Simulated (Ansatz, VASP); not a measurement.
RbAl2 in VASP and in Ansatz

```xyz
3
Lattice="6.0604 0.0000 0.0000 -3.0302 5.2485 0.0000 0.0000 0.0000 3.7150" Properties=species:S:1:pos:R:3 pbc="T T T"
Rb    0.0000    3.4990    1.8575
Al    0.0000    0.0000    0.0000
Al    3.0302    1.7495    1.8575
```

Alike in both runs: task single point; functional PBE; k mesh 3 × 3 × 6; occupations gaussian, width 0.1 eV; no spin polarisation.

|  | VASP | Ansatz |
| --- | --- | --- |
| version | VASP 6.6.1 | Ansatz 0.2.0 |
| potentials or method | VASP PAW PBE potentials, release 64 (Rb_sv, Al) | scalar-relativistic, plane waves, PAW |
| plane-wave cutoff (eV) | 520 | 420 |
| valence electrons in the cell | 15 | 15 |

```tsv
	VASP	Ansatz	Ansatz less VASP
gap on the k mesh at the Fermi level (eV)	none	none	-
pressure (GPa)	-2.7	-2.7	-0.01
largest component of the traceless stress (GPa)	1.82	1.81	-0.003
```

A gap of «none» marks a metal or a gap that the smearing closes. With one functional, cell and mesh, what is left measures potentials, basis and numerics.

Caveats: the k mesh is coarse (spacing up to 0.40 Å⁻¹), so the values aren't converged.
